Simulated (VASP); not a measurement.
OSZICAR of a VASP run on CdS (zinc blende):

File OSZICAR:
```
       N       E                     dE             d eps       ncg     rms          rms(c)
DAV:   1     0.112986867521E+03    0.11299E+03   -0.91725E+03   918   0.126E+03
DAV:   2    -0.156528526165E+01   -0.11455E+03   -0.10960E+03  1050   0.299E+02
DAV:   3    -0.664395047961E+01   -0.50787E+01   -0.50663E+01  1085   0.651E+01
DAV:   4    -0.668171957399E+01   -0.37769E-01   -0.37764E-01  1050   0.563E+00
DAV:   5    -0.668228220045E+01   -0.56263E-03   -0.56262E-03  1095   0.662E-01    0.811E+00
DAV:   6    -0.615372018981E+01    0.52856E+00   -0.10527E+00  1283   0.141E+01    0.641E+00
DAV:   7    -0.613534600357E+01    0.18374E-01   -0.21243E-01   960   0.369E+00    0.319E+00
DAV:   8    -0.613557843357E+01   -0.23243E-03   -0.20626E-02   955   0.218E+00    0.300E-01
DAV:   9    -0.613537891578E+01    0.19952E-03   -0.28358E-03  1075   0.892E-01    0.766E-02
DAV:  10    -0.613553021303E+01   -0.15130E-03   -0.29925E-04   935   0.182E-01    0.785E-02
DAV:  11    -0.613561052879E+01   -0.80316E-04   -0.12019E-04   943   0.123E-01    0.193E-02
DAV:  12    -0.613560176227E+01    0.87665E-05   -0.49064E-05  1055   0.101E-01    0.845E-03
DAV:  13    -0.613560296250E+01   -0.12002E-05   -0.50577E-06   920   0.174E-02    0.640E-03
DAV:  14    -0.613560289387E+01    0.68633E-07   -0.11289E-07   800   0.302E-03
   1 F= -.66429455E+01 E0= -.66429455E+01  d E =0.000000E+00
```

Which electronic solver shows in the log?

It is blocked Davidson (ALGO = Normal, or the opening steps of other solvers). The INCAR had ALGO = Normal.

Can the final energy be trusted as converged?

Self-consistency was reached. It stopped with EDIFF = 1E-7, NELM = 100 (PBE GGA with D3 dispersion (zero damping), plane waves, VASP's PBE PAW potentials (set 64)).

The compound is CdS in the zinc blende structure, a metastable form; wurtzite is the usual one. It was relaxed first.
